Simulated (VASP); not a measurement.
All values below come from vdW-DF2, VASP's PBE PAW potentials (set 64) (plane waves; VASP).

Input for VASP

### INCAR
```
SYSTEM = PbS
PREC = Accurate
ENCUT = 520
EDIFF = 1E-7
NELM = 100
ALGO = Normal
LREAL = .FALSE.
LASPH = .TRUE.
ISMEAR = 0
SIGMA = 0.05
GGA = ML
ZAB_VDW = -1.8867
LUSE_VDW = .TRUE.
AGGAC = 0.0
LMAXMIX = 4
LWAVE = .FALSE.
LCHARG = .FALSE.
ISIF = 2
```

### KPOINTS
```
Automatic mesh
0
Gamma
7 7 7
0 0 0
```

POSCAR:
```
PbS
1
    0.0000000000     3.1462151286     3.1462151286
    3.1462151286     0.0000000000     3.1462151286
    3.1462151286     3.1462151286     0.0000000000
Pb S
1 1
Direct
  0.0000000000   0.0000000000   0.0000000000
  0.5000000000   0.5000000000   0.5000000000
```

POTCAR, in this order: Pb_d S (PBE.64 set). Program: vasp_std.

Output of the run:

OSZICAR:
```
       N       E                     dE             d eps       ncg     rms          rms(c)
DAV:   1     0.161881792884E+03    0.16188E+03   -0.96565E+03   560   0.140E+03
DAV:   2     0.960926324987E+01   -0.15227E+03   -0.14937E+03   608   0.336E+02
DAV:   3    -0.449334863758E+01   -0.14103E+02   -0.14031E+02   728   0.108E+02
DAV:   4    -0.483140245623E+01   -0.33805E+00   -0.33786E+00   638   0.213E+01
DAV:   5    -0.484480823880E+01   -0.13406E-01   -0.13405E-01   780   0.398E+00    0.407E+00
DAV:   6    -0.383771479110E+01    0.10071E+01   -0.37331E+00   778   0.128E+01    0.253E+00
DAV:   7    -0.384519355019E+01   -0.74788E-02   -0.19084E-01   590   0.251E+00    0.177E+00
DAV:   8    -0.384488313668E+01    0.31041E-03   -0.28836E-02   584   0.191E+00    0.669E-01
DAV:   9    -0.384366877959E+01    0.12144E-02   -0.40800E-03   722   0.535E-01    0.248E-01
DAV:  10    -0.384388681020E+01   -0.21803E-03   -0.57656E-04   584   0.217E-01    0.116E-01
DAV:  11    -0.384387994315E+01    0.68671E-05   -0.30029E-05   644   0.624E-02    0.105E-02
DAV:  12    -0.384388019880E+01   -0.25565E-06   -0.29880E-06   674   0.164E-02    0.472E-03
DAV:  13    -0.384388049108E+01   -0.29228E-06   -0.55938E-07   620   0.847E-03    0.109E-03
DAV:  14    -0.384388045420E+01    0.36873E-07   -0.63103E-08   388   0.222E-03
   1 F= -.38438805E+01 E0= -.38438805E+01  d E =-.230550E-11
```

File OUTCAR:
```
------------------------ aborting loop because EDIFF is reached ----------------------------------------
  FORCE on cell =-STRESS in cart. coord.  units (eV):
  Direction    XX          YY          ZZ          XY          YZ          ZX
  --------------------------------------------------------------------------------------
  Total       -0.9292346     -0.9292346     -0.9292346     -0.0000000     -0.0000000     -0.0000000
  in kB      -23.9023552    -23.9023552    -23.9023552     -0.0000000     -0.0000000     -0.0000000
  external PRESSURE =     -23.9023552 kB  Pullay stress =       0.0000000 kB
  volume of cell :       62.29
      direct lattice vectors                 reciprocal lattice vectors
     0.000000000  3.146215129  3.146215129    -0.158921110  0.158921110  0.158921110
     3.146215129  0.000000000  3.146215129     0.158921110 -0.158921110  0.158921110
     3.146215129  3.146215129  0.000000000     0.158921110  0.158921110 -0.158921110
  FREE ENERGIE OF THE ION-ELECTRON SYSTEM (eV)
  ---------------------------------------------------
  free  energy   TOTEN  =        -3.8438804542 eV

  energy  without entropy=       -3.8438804542  energy(sigma->0) =       -3.84388045
```
(Selected blocks of OUTCAR.)

The compound is PbS in the rock salt structure. This cell is one point of a volume scan, at 1.06 of the reference volume.
